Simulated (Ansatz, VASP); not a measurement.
# Sb (Antimony): VASP beside Ansatz

One calculation is typed for both programs; each brings its own data sets. How far apart do they land? The cell is taken from a series of runs on this material, whose earlier steps may have relaxed, scaled, displaced or heated it; both programs get it as it stands.

Calculated with Ansatz 0.2.0; plane waves, with VASP 6.6.1 beside it; zone-centre phonons at PBEsol.

### Step 1. Set-up

It takes space group R-3m (No. 166, trigonal). Conventional cell: a = 4.409 Å, b = 4.409 Å, c = 10.843 Å, α = 90.00°, β = 90.00°, γ = 120.00°. Sb has 3 Sb at 2.95 Å nearest.

### Step 2. VASP: zone-centre phonons, PBEsol

Second derivatives magnify differences that forces hide, and they need a tight electronic threshold.

Lines of VASP's logs that name or quote its potential files are left out, and so is its time.

INCAR reads:

```
SYSTEM = Sb
PREC = Accurate
ENCUT = 500
EDIFF = 1E-08
NELM = 120
ISMEAR = 1
SIGMA = 0.2
LREAL = .FALSE.
ALGO = Normal
GGA = PS
NBANDS = 11
LORBIT = 11
LWAVE = .FALSE.
LCHARG = .FALSE.
ISIF = 2
IBRION = 8
LASPH = .TRUE.
GGA_COMPAT = .FALSE.
KPAR = 2
```

POSCAR reads:

```
Sb
1.0
    2.2047459371      1.2729106603      3.6144368522
   -2.2047459371      1.2729106603      3.6144368522
    0.0000000000     -2.5458213206      3.6144368522
Sb
2
Direct
    0.2354634492      0.2354634492      0.2354634492
    0.7645365508      0.7645365508      0.7645365508
```

KPOINTS reads:

```
Automatic mesh
0
Gamma
12 12 12
0 0 0
```

PAW data sets: Sb (PBE family, release 64).

The run is started by

```
$ mpirun -np 2 vasp_std
```

Numbers of over 12 decimals in the logs are rounded to 6 here.

The program printed:

```text
[banner, memory and clock lines left out]
running    2 mpi-ranks, on    1 nodes
 distrk:  each k-point on    1 cores,    2 groups
 distr:  one band on    1 cores,    1 groups

 POSCAR found type information on POSCAR Sb
 POSCAR found :  1 types and       2 ions
|                                                                             |
|               ----> ADVICE to this user running VASP <----                  |
|                                                                             |
|     You enforced a specific xc type in the INCAR file but a different       |
|     [... a line on the potential file left out ...]
|     I HOPE YOU KNOW WHAT YOU ARE DOING!                                     |
|                                                                             |

 LDA part: xc-table for (Slater+PW92), standard interpolation
 POSCAR, INCAR and KPOINTS ok, starting setup
 FFT: planning ... GRIDC
 FFT: planning ... GRID_SOFT
 FFT: planning ... GRID
 WAVECAR not read
 entering main loop
       N       E                     dE             d eps       ncg     rms          rms(c)
DAV:   1     0.343691232848E+02    0.34369E+02   -0.35461E+03  4158   0.695E+02
DAV:   2    -0.723314022753E+01   -0.41602E+02   -0.40223E+02  5583   0.111E+02
DAV:   3    -0.909859184644E+01   -0.18655E+01   -0.18436E+01  5019   0.267E+01
DAV:   4    -0.911598718172E+01   -0.17395E-01   -0.17392E-01  4707   0.301E+00
DAV:   5    -0.911618810185E+01   -0.20092E-03   -0.20092E-03  4814   0.368E-01    0.277E+00
DAV:   6    -0.910806152218E+01    0.81266E-02   -0.22044E-03  4733   0.284E-01    0.165E+00
DAV:   7    -0.910300029591E+01    0.50612E-02   -0.52898E-03  4593   0.433E-01    0.635E-02
DAV:   8    -0.910302496979E+01   -0.24674E-04   -0.17170E-04  4749   0.864E-02    0.185E-02
DAV:   9    -0.910303249399E+01   -0.75242E-05   -0.15234E-05  4752   0.254E-02    0.586E-03
DAV:  10    -0.910303189824E+01    0.59575E-06   -0.25831E-06  4689   0.862E-03    0.929E-04
DAV:  11    -0.910303186576E+01    0.32478E-07   -0.16053E-07  4698   0.276E-03    0.522E-04
DAV:  12    -0.910303191027E+01   -0.44509E-07   -0.17693E-08  4392   0.764E-04    0.113E-04
DAV:  13    -0.910303191926E+01   -0.89916E-08   -0.20236E-09  2376   0.276E-04
   1 F= -.91030319E+01 E0= -.91037850E+01  d E =0.225922E-02
 Linear response reoptimize wavefunctions to high precision
DAV:   1    -0.910303191871E+01    0.55195E-09   -0.22421E-10  2709   0.115E-04
DAV:   2    -0.910303191869E+01    0.13131E-10   -0.26062E-11  2292   0.429E-05
 Linear response DOF=           2
 Linear response progress:
  Degree of freedom:   1/  2
       N       E                     dE             d eps       ncg     rms          rms(c)
RMM:   1    -0.251677518959E-01   -0.25168E-01    0.26705E-02 38557   0.116E+00
RMM:   2    -0.249805634585E-01    0.18719E-03   -0.15524E-03 30121   0.234E-01    0.474E-02
RMM:   3    -0.249868927608E-01   -0.63293E-05   -0.41473E-05 31784   0.387E-02    0.284E-02
RMM:   4    -0.250438444592E-01   -0.56952E-04   -0.20027E-05 31736   0.204E-02    0.202E-03
RMM:   5    -0.250500021903E-01   -0.61577E-05   -0.12984E-06 32580   0.343E-03    0.974E-04
RMM:   6    -0.250518348675E-01   -0.18327E-05    0.14864E-07 31854   0.891E-04    0.271E-04
RMM:   7    -0.250510237922E-01    0.81108E-06    0.12253E-07 33031   0.211E-04    0.800E-05
RMM:   8    -0.250509610208E-01    0.62771E-07    0.92715E-09 33466   0.600E-05    0.141E-05
RMM:   9    -0.250509507579E-01    0.10263E-07   -0.11780E-08 33583   0.164E-05    0.139E-06
RMM:  10    -0.250509435969E-01    0.71610E-08   -0.11066E-09 32051   0.519E-06    0.648E-07
 first order change of Fermi-energy  -0.16689E-04
 force on displaced ion       1 direction 1 :  -1.474   0.000   0.000
 Linear response progress:
  Degree of freedom:   2/  2
       N       E                     dE             d eps       ncg     rms          rms(c)
RMM:   1    -0.257426540614E-01   -0.25743E-01    0.17676E-02  8093   0.117E+00
RMM:   2    -0.247132890175E-01    0.10294E-02   -0.14938E-03  6503   0.240E-01    0.440E-02
RMM:   3    -0.246073456092E-01    0.10594E-03   -0.40517E-05  6911   0.415E-02    0.265E-02
RMM:   4    -0.245270891126E-01    0.80256E-04   -0.24632E-05  6771   0.242E-02    0.636E-03
RMM:   5    -0.245359362815E-01   -0.88472E-05   -0.68773E-07  7005   0.504E-03    0.246E-03
RMM:   6    -0.245385189257E-01   -0.25826E-05   -0.49750E-08  7043   0.109E-03    0.735E-04
RMM:   7    -0.245377950659E-01    0.72386E-06    0.40717E-09  7096   0.272E-04    0.238E-04
RMM:   8    -0.245378001537E-01   -0.50877E-08    0.29127E-09  7133   0.785E-05    0.316E-05
 first order change of Fermi-energy  -0.17055E+00
 force on displaced ion       1 direction 3 :   0.000   0.000  -4.235
 Linear response finished
```

Parts of OUTCAR (step 2):

```text
ion  position               nearest neighbor table
   1  0.235  0.235  0.235-   2 2.95   2 2.95   2 2.95   2 3.31   2 3.31   2 3.31
   2  0.765  0.765  0.765-   1 2.95   1 2.95   1 2.95   1 3.31   1 3.31   1 3.31

  LATTYP: Found a trigonal (rhomboedric) cell.
 ALAT       =     4.4210134534
 COS(alpha) =     0.5026026987

 Subroutine GETGRP returns: Found 12 space group operations
 (whereof 12 operations were pure point group operations)

The static configuration has the point symmetry D_3d.

 Found    189 irreducible k-points:

   k-points           NKPTS =    189   k-points in BZ     NKDIM =    189   number of bands    NBANDS=     11

   dimension x,y,z NGX =    32 NGY =   32 NGZ =   32
   dimension x,y,z NGXF=    64 NGYF=   64 NGZF=   64

   ENCUT  =  500.0 eV  36.75 Ry    6.06 a.u.   8.06  8.06  8.06*2*pi/ulx,y,z

   NELECT =      10.0000    total number of electrons

 k-points in reciprocal lattice and weights: Automatic mesh
   0.00000000  0.00000000  0.00000000       0.001
   0.08333333  0.00000000  0.00000000       0.003
   0.16666667 -0.00000000 -0.00000000       0.003
   0.25000000 -0.00000000  0.00000000       0.003
   0.33333333 -0.00000000  0.00000000       0.003
   0.41666667  0.00000000  0.00000000       0.003
   0.50000000 -0.00000000  0.00000000       0.002
   0.08333333  0.08333333  0.00000000       0.003
   0.16666667  0.08333333  0.00000000       0.007
[...]
-0.41666667  0.50000000  0.41666667       0.003
   0.50000000  0.50000000  0.50000000       0.001

 average (electrostatic) potential at core
       1 -85.7975       2 -85.7975

  Total       -0.6950311     -0.6950311      0.0313437      0.0000000      0.0000000      0.0000000
  in kB      -18.2964348    -18.2964348      0.8251117      0.0000000      0.0000000      0.0000000
  external PRESSURE =     -11.9225859 kB  Pullay stress =       0.0000000 kB

  energy-cutoff  :      500.00
  volume of cell :       60.86
      direct lattice vectors                 reciprocal lattice vectors
     2.204745937  1.272910660  3.614436852     0.226783500  0.130933515  0.092222758
    -2.204745937  1.272910660  3.614436852    -0.226783500  0.130933515  0.092222758
     0.000000000 -2.545821321  3.614436852     0.000000000 -0.261867029  0.092222758

 POSITION                                       TOTAL-FORCE (eV/Angst)
 -----------------------------------------------------------------------------------
      0.00000      0.00000      2.55320         0.000000     -0.000000      0.040630
      0.00000      0.00000      8.29011         0.000000      0.000000     -0.040630
 -----------------------------------------------------------------------------------
    total drift:                               -0.000000     -0.000000     -0.000000

 Eigenvectors and eigenvalues of the dynamical matrix
 ----------------------------------------------------

   1 f  =    4.123473 THz    25.908543 2PiTHz  137.544246 cm-1    17.053305 meV
             X         Y         Z           dx          dy          dz
      0.000000  0.000000  2.553203    -0.000000    0.000000   -0.707107
      0.000000  0.000000  8.290107     0.000000    0.000000    0.707107

   2 f  =    2.432363 THz    15.282986 2PiTHz   81.134886 cm-1    10.059439 meV
             X         Y         Z           dx          dy          dz
      0.000000  0.000000  2.553203    -0.000000   -0.707107   -0.000000
      0.000000  0.000000  8.290107    -0.000000    0.707107    0.000000

   3 f  =    2.432363 THz    15.282986 2PiTHz   81.134886 cm-1    10.059439 meV
             X         Y         Z           dx          dy          dz
      0.000000  0.000000  2.553203     0.707107    0.000000   -0.000000
      0.000000  0.000000  8.290107    -0.707107   -0.000000    0.000000

   4 f  =    0.000000 THz     0.000000 2PiTHz    0.000000 cm-1     0.000000 meV
             X         Y         Z           dx          dy          dz
      0.000000  0.000000  2.553203     0.707107   -0.000006    0.000000
      0.000000  0.000000  8.290107     0.707107   -0.000006    0.000000

   5 f  =    0.000000 THz     0.000000 2PiTHz    0.000000 cm-1     0.000000 meV
             X         Y         Z           dx          dy          dz
      0.000000  0.000000  2.553203     0.000000   -0.000000    0.707107
      0.000000  0.000000  8.290107    -0.000000    0.000000    0.707107

   6 f/i=    0.000000 THz     0.000000 2PiTHz    0.000001 cm-1     0.000000 meV
             X         Y         Z           dx          dy          dz
      0.000000  0.000000  2.553203     0.000006    0.707107    0.000000
      0.000000  0.000000  8.290107     0.000006    0.707107    0.000000

 ELASTIC MODULI CONTR FROM IONIC RELAXATION (kBar)
 Direction    XX          YY          ZZ          XY          YZ          ZX
 --------------------------------------------------------------------------------
 XX         -82.0370    -57.0455   -114.1458     -0.0000     58.5758      0.0000
 YY         -57.0455    -82.0370   -114.1458      0.0000    -58.5758     -0.0000
 ZZ        -114.1458   -114.1458   -187.3602     -0.0000     -0.0000      0.0000
 XY          -0.0000      0.0000     -0.0000    -12.4958      0.0000     56.1335
 YZ          58.5758    -58.5758     -0.0000      0.0000   -274.5831     -0.0000
 ZX           0.0000     -0.0000      0.0000     56.1335     -0.0000   -252.1631
 --------------------------------------------------------------------------------
```

### Step 3. Ansatz: zone-centre phonons, PBEsol

Ansatz runs on its PAW soft_1 files.

The same cell, functional, mesh and smearing now go to Ansatz, which takes its cutoff from its data sets.

input.yaml reads:

```yaml
crystal:
  lattice:
    - [2.2047459371, 1.2729106603, 3.6144368522]
    - [-2.2047459371, 1.2729106603, 3.6144368522]
    - [0.0, -2.5458213206, 3.6144368522]
  atoms:
    - { symbol: Sb, position: [0.2354634492, 0.2354634492, 0.2354634492] }
    - { symbol: Sb, position: [0.7645365508, 0.7645365508, 0.7645365508] }
kpoints:
  mp_grid: { grid: [12, 12, 12] }
hamiltonian:
  xc: pbesol
  pseudopotentials: { kind: paw, azcp: { folder: soft_1 }, xc_functional: pbe }
scf:
  occupations: { method: methfessel_paxton, width: 0.2 }
output:
  eigenvalues: true
phonons:
  method: dfpt
```

The run is started by

```
$ ansatz run input.yaml --threads 4 --pin off --max-ram 10240MiB --backend cpu --events-out ev --progress --plain --runs-dir out
```

The program printed:

```text
Engine: ansatz 0.2.0, x86_64-unknown-linux-gnu
Pseudopotentials: kind: paw
Pseudopotential: Sb, paw, valence charge 15, recommended cutoff 420 eV (normal), soft_1/Sb.paw.azcp
Functional definition: PBEsol
  exchange = pbesol_x
  correlation = pbesol_c
Crystal: 2 atoms, lattice volume = 60.862 Å³
Basis set: ecut = 420 eV, 1243 PW (Γ), exchange–correlation on 60×60×60 points (8 copies of the dense FFT grid, shifted against one another)
Bands: 19, of which v1, the nominal top of the filled ones, is band 15 counted from 1 (14 counted from 0)
Symmetry: 12 space group operations
k-points: 476 of 1728 (irreducible under 2 space group operations, time reversal used)
Non-local potential: Sb, projectors of the file, l = 0: 2, l = 1: 2, l = 2: 2, l = 3: 1
PAW form: soft (Blöchl's): semilocal exchange-correlation on the pseudo side does not see the compensation charge
PAW frozen core: Sb, regenerated for the run's functional, and the local potential with it (the file was generated under x = pbe(κ = 0.804, μ = 0.219515), c = pbe(β = 0.066725))
PAW one-centre angular grid: Sb, 590 points (default); XC on 64 Gauss nodes
Initial density: superposition of atomic densities (chi_scale 0.1, normalization cell)
Initial wavefunctions: pseudopotential atomic-orbital guess
Functional: x = pbesol(κ = 0.804, μ = 0.123457), c = pbesol(β = 0.046)
SCF iter   1: F=—  HF=-12816.322941 eV  |F-HF|=—  |Δ(HF+E_count)|=         —  Δρ=1.42e-2  dr2=9.35e-2  ethr=3.10e-3  ⟨swp⟩=5.9  Hψ=46843  notcnv=0
preconditioner: auto → Kerker (q_TF=auto, 2.425 Å⁻¹)  [metal: Δε(μ)=0.099 eV  Ē_g=8.591 eV  σ=0.200 eV  W_gap=0.40  n_scr=14 (ndim 8)  ℏωp=15.1 eV  f_vac=0.000  D(μ)=0.15/eV (n_scr^D=0)]
SCF iter   2: F=—  HF=-12816.314839 eV  |F-HF|=—  |Δ(HF+E_count)|=   8.10e-3  S|Δr|=    0.00e0  Δρ=9.15e-3  dr2=4.00e-2  ethr=3.12e-4  ⟨swp⟩=1.0  Hψ=12860  notcnv=0
SCF iter   3: F=—  HF=-12816.311179 eV  |F-HF|=—  |Δ(HF+E_count)|=   3.66e-3  S|Δr|=    0.00e0  Δρ=1.06e-3  dr2=9.58e-4  ethr=1.33e-4  ⟨swp⟩=2.0  Hψ=16086  notcnv=0
SCF iter   4: F=—  HF=-12816.311255 eV  |F-HF|=—  |Δ(HF+E_count)|=   7.60e-5  S|Δr|=    0.00e0  Δρ=4.57e-4  dr2=1.36e-4  ethr=3.19e-6  ⟨swp⟩=2.0  Hψ=16190  notcnv=0
SCF iter   5: F=—  HF=-12816.311244 eV  |F-HF|=—  |Δ(HF+E_count)|=   1.09e-5  S|Δr|=    0.00e0  Δρ=2.31e-4  dr2=4.91e-5  ethr=4.52e-7  ⟨swp⟩=2.0  Hψ=16169  notcnv=0
SCF iter   6: F=—  HF=-12816.311243 eV  |F-HF|=—  |Δ(HF+E_count)|=   6.91e-7  S|Δr|=    0.00e0  Δρ=8.68e-5  dr2=5.49e-6  ethr=1.64e-7  ⟨swp⟩=3.0  Hψ=16625  notcnv=0
SCF iter   7: F=—  HF=-12816.311243 eV  |F-HF|=—  |Δ(HF+E_count)|=   5.98e-7  S|Δr|=    0.00e0  Δρ=1.74e-5  dr2=1.80e-7  ethr=1.83e-8  ⟨swp⟩=2.0  Hψ=16190  notcnv=0
SCF iter   8: F=—  HF=-12816.311243 eV  |F-HF|=—  |Δ(HF+E_count)|=   2.62e-7  S|Δr|=    0.00e0  Δρ=1.68e-6  dr2=3.12e-9  ethr=6.00e-10  ⟨swp⟩=2.0  Hψ=16212  notcnv=0
SCF iter   9: F=—  HF=-12816.311243 eV  |F-HF|=—  |Δ(HF+E_count)|=  1.80e-10  S|Δr|=    0.00e0  Δρ=5.97e-7  dr2=4.59e-10  ethr=1.04e-11  ⟨swp⟩=2.0  Hψ=11499  notcnv=0
SCF iter  10: F=—  HF=-12816.311243 eV  |F-HF|=—  |Δ(HF+E_count)|=  5.46e-12  S|Δr|=    0.00e0  Δρ=2.05e-7  dr2=4.49e-11  ethr=1.53e-12  ⟨swp⟩=3.0  Hψ=16301  notcnv=0
SCF iter  11: F=-12816.311243 eV  HF=-12816.311243 eV  |F-HF|=3.64e-12  |Δ(HF+E_count)|=    0.00e0  S|Δr|=    0.00e0  Δρ=6.82e-8  dr2=2.92e-12  ethr=1.00e-12  ⟨swp⟩=6.0  Hψ=41764  notcnv=0
SCF 1 converged in 11 iterations: F = -12816.311243 eV  dr2 = 2.92e-12
  greatest PAW one-centre occupation: 0.996 electrons in one spin orbital (limit 2), on the Sb atom at site 1 (counted from 0), in its partial waves of l = 2
DFPT response loops at Γ: preconditioner auto → Kerker (q_TF=auto, 2.425 Å⁻¹) (partly filled bands, converged f_vac=0.000); β = 1.00, the filter's whole step (`scf.mixing.beta` (0.50) is not read by the response loops under this deck's `scf.mixing.preconditioner`; to damp them name `kerker` or `kerker_dos`, under which they read `scf.mixing.beta`, and type it under 1.00, their step now; both keys bind the ground state too); Broyden in place of MSR1
SCF converged after 11 iterations
Stability not checked: this state was not tested for a lower state beside it, because cold or Methfessel-Paxton smearing, or corrected tetrahedra, fill the levels in a way that the test cannot read (fill_not_monotonic; see scf.lower_state_search)
Free energy (F): -12816.311243 eV
Harris-Foulkes:  -12816.311243 eV  (|F-HF|=3.64e-12)
Internal energy: -12816.313485 eV  (E = F + TS)
E sigma→0 (E₀):  -12816.311803 eV
Entropy (-TS):   0.002243 eV (1.121 meV/atom)
Fermi energy:    9.853165 eV
Step filling:    the computed levels leave a gap of 0.0108 eV = 0.1 smearing widths at the electron count; against every level under it full and every level over it empty, smearing changes F+E_penalty+E_count by +0.441 meV and its σ→0 estimate by -0.120 meV
--- Per-component energies (eV) ---
  E_band       = -337.988770
  E_kinetic    = 325.386373
  E_local      = -3169.331623  (includes V_loc(G=0)·N_el)
  E_nonlocal   = 782.308201
  E_hartree    = 1309.317153
  E_xc         = -196.390915
  E_vxc        = -181.516579  (∫ρ·V_xc dr)
  E_paw        = -8934.795685  (= ΣΔE_a)
  E_vpaw       = -713.469700  (= ΣTr[D̂ρ^β])
  E_aug_tail   = 0.000270  (compensation charges beyond the density's cutoff)
  E_ewald      = -2933.470969
  E_core_change = 0.663710  (= ΣΔE_core)
  E_smearing   = 0.002243  (= −TS)
  E_closure    = -0.000000  (closes the sum)
  Σ components = -12816.311243   (vs F -12816.311243, Δ=0.00e0)
--- Band table (eV; the first three rows and the last of 476) ---
  k-point 0: bands = [... 11 lower, 5.1542, 8.0781, 8.0781, 8.3720, 12.2915, 12.8028, 12.8028, 14.8527]
  k-point 1: bands = [... 11 lower, 4.7889, 8.0772, 8.2371, 8.4248, 12.1633, 12.5834, 12.5989, 14.6390]
  k-point 2: bands = [... 11 lower, 3.9514, 8.0817, 8.3337, 8.7250, 11.7647, 12.0338, 12.1096, 14.5158]
  k-point 475: bands = [... 11 lower, 1.0121, 8.6131, 8.6131, 9.2125, 9.8075, 9.8075, 10.6739, 17.3782]
--- Phonons (Γ-DFPT): 2 representative perturbations + reference, on 476 of 1728 k-points (Σ response iterations 6) ---
  k mesh reduced under 2 symmetry operations, with k and −k counted as one. Each operation leaves every solved perturbation unchanged. A smaller set is not used because it would not reduce the number of displacements times k-points to solve
  ASR residual: 1.108e-5 → 0.000e0 eV/Å²; symmetrization residual: 9.525e-6 eV/Å²
  ASR residual per site (eV/Å²): 1.11e-5 1.11e-5
  Γ frequencies (cm⁻¹): 0.00 0.00 0.00 77.43 77.43 135.32
  non-analytic LO–TO correction: not included (Born effective charges unavailable; polar crystals: no LO–TO splitting at Γ)
```

In the SCF lines HF is the Harris–Foulkes energy and dr2 the Hartree energy of the density residual, in eV; the loop may stop once dr2 is under the threshold and the program's other checks hold. Hψ counts applications of the Hamiltonian.

### Step 4. Side by side

Known differences besides the potentials themselves: the data sets hold 30 valence electrons in Ansatz (on its PAW soft_1 files) and 10 in VASP; the cutoff is 420 eV in Ansatz and 500 eV in VASP; Ansatz makes its cores anew for this functional, VASP keeps those of its PBE data sets. Total energies have different zeros and are not compared.

Compared:

```csv
quantity,Ansatz,VASP,difference
optical mode 1 to 2 (cm⁻¹),77.4,81.1,-4.57 %
optical mode 3 (cm⁻¹),135.3,137.5,-1.62 %
```

Modes are paired by rising frequency, not by their patterns, so a pair may set unlike modes beside each other; they are those without the splitting of longitudinal modes.

### Step 5. Outcome

* r.m.s. difference of the optical zone-centre modes, each program's sorted by frequency (zone-centre phonons, PBEsol): 3.3 cm⁻¹
* difference in optical mode 1 to 2 (zone-centre phonons, PBEsol): -4.6 %

The r.m.s. difference of the optical zone-centre modes, each program's sorted by frequency is 3.3 cm⁻¹ (zone-centre phonons, PBEsol). The data sets hold unlike numbers of valence electrons (30 in Ansatz and 10 in VASP), so part of the differences comes from the potentials. Among the rows given in per cent, the largest difference of the zone-centre phonons, PBEsol pair is in optical mode 1 to 2, -4.6 %. How closely two codes agree says nothing of how well the functional describes the real material.

[Lines on the potential files, build, host, timing and source positions are cut from VASP's logs without a mark.]

[Logs are printed without paths, hosts, clocks, repeated set-up lines and the standing remarks that a program may print on its own settings, such as how far it seeks lower states.]

[Hosts, paths, dates, database ids (printed as entryN), source tags and the programs' standing remarks are cut or masked in the printed files.]
